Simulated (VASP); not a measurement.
Runs of VASP 6.6.1 on WS2 (Tungstenite). It takes space group P6_3/mmc (No. 194, hexagonal). Conventional cell: a = 3.154 Å, b = 3.154 Å, c = 12.142 Å, α = 90.00°, β = 90.00°, γ = 120.00°. W (site symmetry -6m2) is surrounded by 6 S at 2.41 Å. Around S (site symmetry 3m) lie 3 W at 2.41 Å. 

```tsv
task	level	cell	k mesh	cutoff (eV)	grid for exact exchange (PRECFOCK)	screening parameter	exchange at q = 0	share of exact exchange	gap on the mesh (eV)	pressure (GPa)	largest force (eV/Å)
band structure	HSE06	P6_3/mmc, 17.44 Å³/atom	6 × 6 × 2	520	Fast	0.2 1/A	-	-	(b)	-1.0	0.57
band structure	PBE	P6_3/mmc, 17.44 Å³/atom	6 × 6 × 2	520	Fast	-	-	-	0.91	4.1	0.01
band structure	PBE-EpsX	P6_3/mmc, 17.44 Å³/atom	6 × 6 × 2	520	Fast	-	truncated	0.0862	1.30	2.3	(c)
relaxation of cell and atoms	PBE+D3(BJ)	relaxed	12 × 12 × 3	600	-	-	-	-	0.91	-0.1	-
band structure	PBE0	P6_3/mmc, 17.44 Å³/atom	6 × 6 × 2	520	Fast	-	truncated	-	2.08	-1.0	(a)
```

Alike in all rows: potentials or basis VASP PAW PBE potentials, release 64 (W_sv, S); no spin polarisation; smearing gaussian 0.03 eV.

Fill in the values left out.

(a) 0.55; (b) 1.44; (c) 0.20.

Caveats: spin-orbit coupling is left out, which moves the levels of the heavy elements; the PAW data sets were made with another functional, which shifts forces and pressure a little (some runs); this functional lacks dispersion, which binds the layers, so the pressure and a relaxed spacing across them are unreliable (some runs); an odd mesh through Γ misses points on the zone boundary, where band edges often lie (some runs).

A k mesh can miss the band edges, and the runs leave out spin-orbit coupling on W.
